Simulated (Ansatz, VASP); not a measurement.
# TiSn (wurtzite type (invented)) in two plane-wave programs

Aim: how closely do two programs agree when they are given the same cell, functional and k mesh? The cell is generated by rule, not measured, and may not be a known phase. The cell is taken from a series of runs on this material, whose earlier steps may have relaxed, scaled, displaced or heated it; both programs get it as it stands.

Program: Ansatz 0.2.0. Level of theory: plane waves, with VASP 6.6.1 beside it; relaxation of cell and atoms at PBEsol. Results are calculated unless marked as measured.

## (1) The starting structure

It takes space group P6_3/mmc (No. 194, hexagonal). The conventional cell has a = 4.731 Å, b = 4.731 Å, c = 5.392 Å, α = 90.00°, β = 90.00°, γ = 120.00°. Ti has 5 Sn at 2.70 to 2.73 Å nearest. Sn has 5 Ti at 2.70 to 2.73 Å nearest. Farther neighbours are not listed.

## (2) VASP: relaxation of cell and atoms, PBEsol

The relaxed volume is the usual yardstick between codes: in a stiff, nearly cubic crystal its relative difference is about their pressure difference at one cell divided by the bulk modulus.

Lines of VASP's logs that name or quote its potential files are left out, and so is its time.

File INCAR:

```
SYSTEM = TiSn
PREC = Accurate
ENCUT = 500
EDIFF = 1E-07
NELM = 120
ISMEAR = 0
SIGMA = 0.1
LREAL = .FALSE.
ALGO = Normal
GGA = PS
NBANDS = 32
LASPH = .TRUE.
LORBIT = 11
LWAVE = .FALSE.
LCHARG = .FALSE.
ISIF = 3
IBRION = 2
NSW = 80
EDIFFG = -0.005
GGA_COMPAT = .FALSE.
NELMIN = 4
KPAR = 2
```

File POSCAR:

```
TiSn
1.0
    4.7307610000      0.0000000000      0.0000000000
   -2.3653800000      4.0969590000      0.0000000000
    0.0000000000      0.0000000000      5.3916070000
Ti Sn
2 2
Direct
    0.3333332629      0.6666666667      0.9374310850
    0.6666665257      0.3333333333      0.4374309923
    0.3333332629      0.6666666667      0.4375689845
    0.6666665257      0.3333333333      0.9375688918
```

File KPOINTS:

```
Automatic mesh
0
Gamma
12 12 8
0 0 0
```

The projector-augmented-wave data sets are Ti_sv and Sn_d (PBE family, release 64).

On the command line:

```sh
$ mpirun -np 2 vasp_std
```

Numbers of over 12 decimals in the logs are rounded to 6 here.

Log:

```text
[banner, memory and clock lines left out]
running    2 mpi-ranks, on    1 nodes
 distrk:  each k-point on    1 cores,    2 groups
 distr:  one band on    1 cores,    1 groups

 POSCAR found type information on POSCAR TiSn
 POSCAR found :  2 types and       4 ions
|                                                                             |
|               ----> ADVICE to this user running VASP <----                  |
|                                                                             |
|     You enforced a specific xc type in the INCAR file but a different       |
|     [... a line on the potential file left out ...]
|     I HOPE YOU KNOW WHAT YOU ARE DOING!                                     |
|                                                                             |

 LDA part: xc-table for (Slater+PW92), standard interpolation
 POSCAR, INCAR and KPOINTS ok, starting setup
 FFT: planning ... GRIDC
 FFT: planning ... GRID_SOFT
 FFT: planning ... GRID
 WAVECAR not read
 entering main loop
       N       E                     dE             d eps       ncg     rms          rms(c)
DAV:   1     0.586188340161E+03    0.58619E+03   -0.26801E+04  6120   0.224E+03
DAV:   2     0.541210897201E+02   -0.53207E+03   -0.52488E+03  6088   0.597E+02
DAV:   3    -0.206347648994E+02   -0.74756E+02   -0.73966E+02  8720   0.203E+02
DAV:   4    -0.280688715672E+02   -0.74341E+01   -0.73855E+01  9344   0.540E+01
DAV:   5    -0.285737878055E+02   -0.50492E+00   -0.50482E+00  8736   0.985E+00    0.142E+01
DAV:   6    -0.250225282653E+02    0.35513E+01   -0.47451E+01  7816   0.367E+01    0.675E+00
DAV:   7    -0.242970577729E+02    0.72547E+00   -0.97384E+00  7784   0.191E+01    0.311E+00
DAV:   8    -0.242464345277E+02    0.50623E-01   -0.93427E-01  8512   0.619E+00    0.114E+00
DAV:   9    -0.242343254471E+02    0.12109E-01   -0.11845E-01  7816   0.232E+00    0.479E-01
DAV:  10    -0.242358506121E+02   -0.15252E-02   -0.17873E-02  8728   0.783E-01    0.125E-01
DAV:  11    -0.242356061797E+02    0.24443E-03   -0.37459E-03  7904   0.393E-01    0.651E-02
DAV:  12    -0.242356019365E+02    0.42432E-05   -0.37268E-04  9224   0.114E-01    0.130E-02
DAV:  13    -0.242356003485E+02    0.15880E-05   -0.17978E-05  7872   0.340E-02    0.400E-03
DAV:  14    -0.242356009492E+02   -0.60074E-06   -0.30643E-06  8600   0.123E-02    0.149E-03
DAV:  15    -0.242356010231E+02   -0.73864E-07   -0.16708E-07  5744   0.264E-03
   1 F= -.24235601E+02 E0= -.24232461E+02  d E =-.242356E+02
 curvature:   0.00 expect dE= 0.000E+00 dE for cont linesearch  0.000E+00
 trial: gam= 0.00000 g(F)=  0.904E-05 g(S)=  0.507E-05 ort = 0.000E+00 (trialstep = 0.100E+01)
 search vector abs. value=  0.141E-04
 bond charge predicted
       N       E                     dE             d eps       ncg     rms          rms(c)
DAV:   1    -0.242357133466E+02   -0.11240E-03   -0.47460E-03  8416   0.879E-01    0.807E-02
DAV:   2    -0.242356284498E+02    0.84897E-04   -0.10439E-03  7856   0.246E-01    0.292E-02
DAV:   3    -0.242356059067E+02    0.22543E-04   -0.16770E-04  8608   0.973E-02    0.162E-02
DAV:   4    -0.242356020387E+02    0.38680E-05   -0.37325E-05  8656   0.484E-02    0.679E-03
DAV:   5    -0.242356029229E+02   -0.88425E-06   -0.27700E-06  8536   0.119E-02    0.518E-03
DAV:   6    -0.242356038141E+02   -0.89123E-06   -0.47131E-07  7928   0.353E-03    0.344E-03
DAV:   7    -0.242356049452E+02   -0.11310E-05   -0.75210E-07  7176   0.470E-03    0.590E-04
DAV:   8    -0.242356049106E+02    0.34527E-07   -0.14370E-07  5336   0.245E-03
   2 F= -.24235605E+02 E0= -.24232467E+02  d E =-.388754E-05
 trial-energy change:   -0.000004  1 .order   -0.000005   -0.000014    0.000004
 step:   0.6997(harm=  0.7992)  dis= 0.00023  next Energy=   -24.235605 (dE=-0.446E-05)
 reached required accuracy - stopping structural energy minimisation
```

OUTCAR, selected parts (step 2):

```text
ion  position               nearest neighbor table
   1  0.333  0.667  0.937-   3 2.70   3 2.70   4 2.73   4 2.73   4 2.73
   2  0.667  0.333  0.437-   4 2.70   4 2.70   3 2.73   3 2.73   3 2.73
   3  0.333  0.667  0.438-   1 2.70   1 2.70   2 2.73   2 2.73   2 2.73
   4  0.667  0.333  0.938-   2 2.70   2 2.70   1 2.73   1 2.73   1 2.73

  LATTYP: Found a hexagonal cell.
 ALAT       =     4.7307610000
 C/A-ratio  =     1.1396912674

 Subroutine GETGRP returns: Found 12 space group operations
 (whereof  6 operations were pure point group operations)

The static configuration has the point symmetry C_3v.
 The point group associated with its full space group is C_6v.

 Found     95 irreducible k-points:

   k-points           NKPTS =     95   k-points in BZ     NKDIM =     95   number of bands    NBANDS=     32

   dimension x,y,z NGX =    36 NGY =   36 NGZ =   40
   dimension x,y,z NGXF=    72 NGYF=   72 NGZF=   80

   ENCUT  =  500.0 eV  36.75 Ry    6.06 a.u.   8.63  8.63  9.83*2*pi/ulx,y,z

   NELECT =      52.0000    total number of electrons

 k-points in reciprocal lattice and weights: Automatic mesh
   0.00000000  0.00000000  0.00000000       0.001
   0.08333333  0.00000000  0.00000000       0.005
   0.16666667 -0.00000000  0.00000000       0.005
   0.25000000 -0.00000000  0.00000000       0.005
   0.33333333  0.00000000  0.00000000       0.005
   0.41666667 -0.00000000  0.00000000       0.005
   0.50000000 -0.00000000  0.00000000       0.003
   0.08333333  0.08333333  0.00000000       0.005
   0.16666667  0.08333333  0.00000000       0.010
[...]
0.33333333  0.25000000  0.50000000       0.010
   0.33333333  0.33333333  0.50000000       0.002

 average (electrostatic) potential at core
       1 -75.1040       2 -75.1040       3 -99.9405       4 -99.9405

 E-fermi :   5.8498

 k-point     1 :       0.0000    0.0000    0.0000
  band No.  band energies     occupation
    ...
     21       3.5420      2.00000
     22       4.3108      2.00000
     23       4.3108      2.00000
     24       4.7995      2.00000
     25       4.7995      2.00000
     26       6.0413      0.00676
     27       6.0413      0.00675
     28       6.6564      0.00000
     29       7.0539      0.00000
     30       7.0539      0.00000
    ...

 k-point     2 :       0.0833    0.0000    0.0000
  band No.  band energies     occupation
    ...
     21       3.5740      2.00000
     22       4.2398      2.00000
     23       4.3009      2.00000
     24       4.7475      2.00000
     25       4.8718      2.00000
     26       5.9817      0.06207
     27       6.0176      0.01763
     28       6.6906      0.00000
     29       7.0763      0.00000
     30       7.0938      0.00000
    ...

 k-point     3 :       0.1667   -0.0000    0.0000
  band No.  band energies     occupation
    ...
     22       4.0279      2.00000
     23       4.2932      2.00000
     24       4.6631      2.00000
     25       5.0609      2.00000
     26       5.8166      1.36124
     27       5.9577      0.12693
     28       6.7557      0.00000
     29       7.1325      0.00000
     30       7.2048      0.00000
     31       7.7851      0.00000
    ...

  Total        0.0075299      0.0075299      0.0155643      0.0000000      0.0000000      0.0000000
  in kB        0.1154987      0.1154987      0.2387336      0.0000000      0.0000000      0.0000000
  external PRESSURE =       0.1565770 kB  Pullay stress =       0.0000000 kB

  energy-cutoff  :      500.00
  volume of cell :      104.45
      direct lattice vectors                 reciprocal lattice vectors
     4.730124391 -0.000000000  0.000000000     0.211410931  0.122058138 -0.000000000
    -2.365061696  4.096407680 -0.000000000     0.000000000  0.244116328  0.000000000
     0.000000000 -0.000000000  5.390756047     0.000000000  0.000000000  0.185502737

 POSITION                                       TOTAL-FORCE (eV/Angst)
 -----------------------------------------------------------------------------------
      0.00000      2.73094      5.05379        -0.000000     -0.000000      0.000711
      2.36506      1.36547      2.35841         0.000000     -0.000000      0.000711
      0.00000      2.73094      2.35850         0.000000      0.000000     -0.000711
      2.36506      1.36547      5.05388         0.000000     -0.000000     -0.000711
 -----------------------------------------------------------------------------------
    total drift:                                0.002354     -0.000069      0.000272

  FREE ENERGIE OF THE ION-ELECTRON SYSTEM (eV)
  ---------------------------------------------------
  free  energy   TOTEN  =       -24.2356049106 eV

  energy  without entropy=      -24.2293292956  energy(sigma->0) =      -24.23246710

 reached required accuracy - stopping structural energy minimisation

 total charge
# of ion       s       p       d       tot
------------------------------------------
    1        2.174   6.084   1.935  10.193
    2        2.174   6.084   1.935  10.193
    3        1.181   1.416   9.960  12.557
    4        1.181   1.416   9.960  12.557
--------------------------------------------------
tot          6.710  15.000  23.790  45.500

[... 3 further parts left out ...]
```

The run keeps the 12 symmetry operations of its start, so it cannot find a distortion of lower symmetry.

## (3) Ansatz: relaxation of cell and atoms, PBEsol

Ansatz runs on its default PAW (the set named soft_2) files.

The same cell, functional, mesh and smearing now go to Ansatz, which takes its cutoff from its data sets.

File input.yaml:

```yaml
crystal:
  lattice:
    - [4.7307606243, 0.0, 0.0]
    - [-2.3653803122, 4.0969588799, 0.0]
    - [0.0, 0.0, 5.3916069382]
  atoms:
    - { symbol: Ti, position: [0.3333333333, 0.6666666667, -0.0625689873] }
    - { symbol: Ti, position: [0.6666666667, 0.3333333333, 0.4374310127] }
    - { symbol: Sn, position: [0.3333333333, 0.6666666667, 0.4375689873] }
    - { symbol: Sn, position: [0.6666666667, 0.3333333333, 0.9375689873] }
kpoints:
  mp_grid: { grid: [12, 12, 8] }
hamiltonian:
  xc: pbesol
scf:
  occupations: { method: gaussian, width: 0.1 }
output:
  forces: true
  stress: true
  eigenvalues: true
  write_density: true
  write_potential: true
  elf: true
  volumetric_format: npy
relax:
  adjacent_minimum: "off"
  f_tol: 0.005
  max_steps: 80
  cell: { stress_tol: 0.05 }
```

On the command line:

```sh
$ ansatz run input.yaml --threads 2 --pin off --max-ram 5120MiB --backend cpu --events-out ev --progress --plain --runs-dir out
```

Log:

```text
Engine: ansatz 0.2.0, aarch64-unknown-linux-gnu
Pseudopotentials: kind: paw
Pseudopotential: Ti, paw, valence charge 12, recommended cutoff 420 eV (normal), Ti.paw.azcp
Pseudopotential: Sn, paw, valence charge 14, recommended cutoff 420 eV (normal), Sn.paw.azcp
Functional definition: PBEsol
  exchange = pbesol_x
  correlation = pbesol_c
Crystal: 4 atoms, lattice volume = 104.499 Å³
Basis set: ecut = 420 eV, 2017 PW (Γ), exchange–correlation on 64×64×80 points (8 copies of the dense FFT grid, shifted against one another)
Bands: 32, of which v1, the nominal top of the filled ones, is band 26 counted from 1 (25 counted from 0)
Symmetry: 12 space group operations
Space group: P63mc (ITA 186), of the structure as read, at distance tolerance 4.7e-5 Å
k-points: 95 of 1152 (time reversal used)
Non-local potential: Ti, projectors of the file, l = 0: 3, l = 1: 2, l = 2: 3, l = 3: 1
Non-local potential: Sn, projectors of the file, l = 0: 2, l = 1: 2, l = 2: 2, l = 3: 2
PAW form: soft (Blöchl's): semilocal exchange-correlation on the pseudo side does not see the compensation charge
PAW frozen core: Ti, regenerated for the run's functional, and the local potential with it (the file was generated under x = pbe(κ = 0.804, μ = 0.219515), c = pbe(β = 0.066725))
PAW frozen core: Sn, regenerated for the run's functional, and the local potential with it (the file was generated under x = pbe(κ = 0.804, μ = 0.219515), c = pbe(β = 0.066725))
PAW one-centre angular grid: Ti, 590 points (default); XC on 64 Gauss nodes
PAW one-centre angular grid: Sn, 590 points (default); XC on 64 Gauss nodes
Initial density: superposition of atomic densities (neutral atoms: chi_scale 0, normalization atom), corrected by the library's trained network
Initial wavefunctions: pseudopotential atomic-orbital guess
Functional: x = pbesol(κ = 0.804, μ = 0.123457), c = pbesol(β = 0.046)
SCF iter   1: F=—  HF=-16846.431442 eV  |F-HF|=—  |Δ(HF+E_count)|=         —  Δρ=1.18e-2  dr2=1.92e-1  ethr=1.77e-3  ⟨swp⟩=6.1  Hψ=13340  notcnv=0
preconditioner: auto → LDOS  [metal: Δε(μ)=0.048 eV  Ē_g=13.963 eV  σ=0.100 eV  W_gap=0.26  n_scr=22 (ndim 8)  ℏωp=21.8 eV  f_vac=0.059  D(μ)=1.07/eV (n_scr^D=2)  β→1.0]
SCF iter   2: F=—  HF=-16846.489681 eV  |F-HF|=—  |Δ(HF+E_count)|=   5.82e-2  Δρ=1.97e-2  dr2=5.49e-1  ethr=3.70e-4  ⟨swp⟩=3.0  Hψ=7018  notcnv=0  defer=126  recentre
SCF iter   3: F=—  HF=-16846.394693 eV  |F-HF|=—  |Δ(HF+E_count)|=   9.50e-2  Δρ=2.79e-3  dr2=1.14e-2  ethr=3.70e-4  ⟨swp⟩=2.4  Hψ=5764  notcnv=0  defer=126
SCF iter   4: F=—  HF=-16846.392745 eV  |F-HF|=—  |Δ(HF+E_count)|=   1.95e-3  Δρ=2.07e-4  dr2=2.04e-5  ethr=2.19e-5  ⟨swp⟩=1.9  Hψ=3896  notcnv=0  defer=117
SCF iter   5: F=—  HF=-16846.392775 eV  |F-HF|=—  |Δ(HF+E_count)|=   3.00e-5  Δρ=5.47e-5  dr2=3.21e-6  ethr=3.91e-8  ⟨swp⟩=2.0  Hψ=5451  notcnv=0  defer=117
SCF iter   6: F=—  HF=-16846.392774 eV  |F-HF|=—  |Δ(HF+E_count)|=   5.35e-7  Δρ=1.61e-5  dr2=3.83e-7  ethr=6.17e-9  ⟨swp⟩=2.0  Hψ=3405  notcnv=0  defer=117
SCF iter   7: F=-16846.392774 eV  HF=-16846.392774 eV  |F-HF|=6.51e-9  |Δ(HF+E_count)|=   5.21e-8  Δρ=1.98e-6  dr2=6.41e-9  ethr=1.92e-10  ⟨swp⟩=13.5  Hψ=20611  notcnv=0
SCF 1 converged in 7 iterations: F = -16846.392774 eV  dr2 = 6.41e-9
  Residual-converged pass: ⟨swp⟩=1.0  Hψ=3420  notcnv=0  max |occ|·‖R‖ = 7.0e-9 eV (tolerance 1.0e-8 eV)  dr2=6.41e-9  dr2_onsite=1.29e-9  max |Δocc| = 8.4e-11
  greatest PAW one-centre occupation: 0.999 electrons in one spin orbital (limit 2), on the Ti atom at site 1 (counted from 0), in its partial waves of l = 0
relax step   1: F+E_penalty+E_count = -16846.39277423 eV  Δ(F+E_penalty+E_count) = +0.000e0 eV  max|allowed force component| = 6.803e-3 eV/Å  Δτ_max = 0.0000 Å  P = +0.003 GPa  Ω = 104.499 Å³  (7 SCF iters, dr2 threshold 1.00e-7 eV, accepted)
[...]
relax step   2: F+E_penalty+E_count = -16846.39277730 eV  Δ(F+E_penalty+E_count) = -3.074e-6 eV  max|allowed force component| = 5.534e-3 eV/Å  Δτ_max = 0.0007 Å  P = -0.002 GPa  Ω = 104.525 Å³  energy of the carried Pulay correction = -3.303e-6 eV  (5 SCF iters, dr2 threshold 7.52e-9 eV, accepted)
[...]
relax step   3: F+E_penalty+E_count = -16846.39278583 eV  Δ(F+E_penalty+E_count) = -8.529e-6 eV  max|allowed force component| = 2.553e-5 eV/Å  Δτ_max = 0.0003 Å  P = -0.000 GPa  Ω = 104.515 Å³  energy of the carried Pulay correction = -2.025e-6 eV  (5 SCF iters, dr2 threshold 1.91e-9 eV, accepted)
[...]
relax step   4: F+E_penalty+E_count = -16846.39278647 eV  Δ(F+E_penalty+E_count) = -6.398e-7 eV  max|allowed force component| = 2.150e-5 eV/Å  Δτ_max = 0.0000 Å  P = -0.000 GPa  Ω = 104.515 Å³  stress off target by 7.80e-4 GPa  SCF on the basis re-selected at this cell (its energy is not comparable with the rows above)  (3 SCF iters)
basis re-selected at this cell: Δ(F+E_penalty+E_count) = -6.398e-7 eV, ΔP = +0.000 GPa vs the last step (what re-selecting the basis moved, of the pressure what is left beyond the Pulay correction that the steps carried, after the strain that the cell walked since its last selection, with what the two solves' SCF thresholds leave and, on support functions, any second-order correction that the steps lacked; it is no m [...]
SCF converged after 3 iterations
Free energy (F): -16846.392786 eV
Harris-Foulkes:  -16846.392786 eV  (|F-HF|=1.09e-11)
Internal energy: -16846.386581 eV  (E = F + TS)
E sigma→0 (E₀):  -16846.389683 eV
Entropy (-TS):   -0.006206 eV (-1.551 meV/atom)
Fermi energy:    8.928006 eV
--- Per-component energies (eV) ---
  E_band       = -619.131996
  E_kinetic    = 920.454719
  E_local      = -4372.537823  (includes V_loc(G=0)·N_el)
  E_nonlocal   = -38.754374
  E_hartree    = 2181.293429
  E_xc         = -950.796929
  E_vxc        = -435.682562  (∫ρ·V_xc dr)
  E_paw        = -10178.140368  (= ΣΔE_a)
  E_vpaw       = -1055.199078  (= ΣTr[D̂ρ^β])
  E_aug_tail   = 0.000216  (compensation charges beyond the density's cutoff)
  E_ewald      = -4408.753898
  E_core_change = 0.848448  (= ΣΔE_core)
  E_smearing   = -0.006206  (= −TS)
  E_closure    = 0.000000  (closes the sum)
  Σ components = -16846.392786   (vs F -16846.392786, Δ=0.00e0)
--- Forces (eV/Å), atoms counted from 1 ---
  atom   1  Ti     0.00000000     0.00000000     0.00002124
  atom   2  Ti    -0.00000000     0.00000000     0.00002124
  atom   3  Sn     0.00000000     0.00000000    -0.00002176
  atom   4  Sn    -0.00000000    -0.00000000    -0.00002176
  max |Σ_I F_I| component: 1.04e-6 eV/Å
--- Stress (GPa, compression-positive) ---
       -0.000530      -0.000000      -0.000000
       -0.000000      -0.000530      -0.000000
        0.000000      -0.000000       0.000780
  P = ⅓ Tr σ = -0.0001 GPa (-0.001 kbar)
--- Band table (eV; the first three rows and the last of 95) ---
  k-point 0: bands = [... 22 lower, 7.3903, 7.8810, 7.8810, 9.1180, 9.1180, 9.7328, 10.1328, 10.1328, ... 2 higher]
  k-point 1: bands = [... 22 lower, 7.3710, 7.7968, 7.7968, 9.2273, 9.2273, 9.4913, 10.1514, 10.1514, ... 2 higher]
  k-point 2: bands = [... 22 lower, 7.3327, 7.6224, 7.6224, 8.8511, 9.4727, 9.4727, 10.1679, 10.1679, ... 2 higher]
  k-point 94: bands = [... 22 lower, 7.0593, 7.0593, 8.3164, 8.3164, 9.2821, 9.2821, 10.0370, 10.0370, ... 2 higher]
--- Relaxed structure (3 steps of the walk, 3 accepted, 1 SCFs on fresh bases) ---
  F+E_penalty+E_count = -16846.39278647 eV   max|allowed force component| = 2.150e-5 eV/Å   (the final SCF, on the basis selected at the relaxed cell)
  cell:  # Å, volume = 104.5148 Å³
    - [4.731702, 2.8873243788020675e-11, 0]
    - [-2.365851, 4.097774, 0]
    - [0, 0, 5.390294]
  atoms:
    - { symbol: Ti, position: [0.333333, 0.666667, -0.062500] }
    - { symbol: Ti, position: [0.666667, 0.333333, 0.437500] }
    - { symbol: Sn, position: [0.333333, 0.666667, 0.437500] }
    - { symbol: Sn, position: [0.666667, 0.333333, 0.937500] }
```

In the SCF lines HF is the Harris–Foulkes energy and dr2 the Hartree energy of the density residual, in eV; the loop may stop once dr2 is under the threshold and the program's other checks hold. Hψ counts applications of the Hamiltonian.

## (4) Comparison

Known differences besides the potentials themselves: the cutoff is 420 eV in Ansatz and 500 eV in VASP; Ansatz makes its cores anew for this functional, VASP keeps those of its PBE data sets; Ansatz adds a Pulay correction to the stress that steers its cell, VASP none. Total energies have different zeros and are not compared.

Both answers:

```csv
quantity,Ansatz,VASP,difference
volume (Å³),104.51,104.45,+0.06 %
"edge a after relaxation, in the typed setting (Å)",4.732,4.730,+0.03 %
"edge c after relaxation, in the typed setting (Å)",5.390,5.391,-0.01 %
```

## (5) Summary of results

```yaml
difference_in_volume_relaxation_of_cell_and_atoms_pbesol: 0.058 %
```

In words: The difference in volume is 0.058 % (relaxation of cell and atoms, PBEsol), within the 1.2 % picked in this series as the mark of a large difference, as far as the stopping tolerances let one tell. 1 further run of this series is not shown here. How closely two codes agree says nothing of how well the functional describes the real material.

[Lines on the potential files, build, host, timing and source positions are cut from VASP's logs without a mark.]

[Logs are printed without paths, hosts, clocks, repeated set-up lines and the standing remarks that a program may print on its own settings, such as how far it seeks lower states.]

[Hosts, paths, dates, database ids (printed as entryN), source tags and the programs' standing remarks are cut or masked in the printed files.]
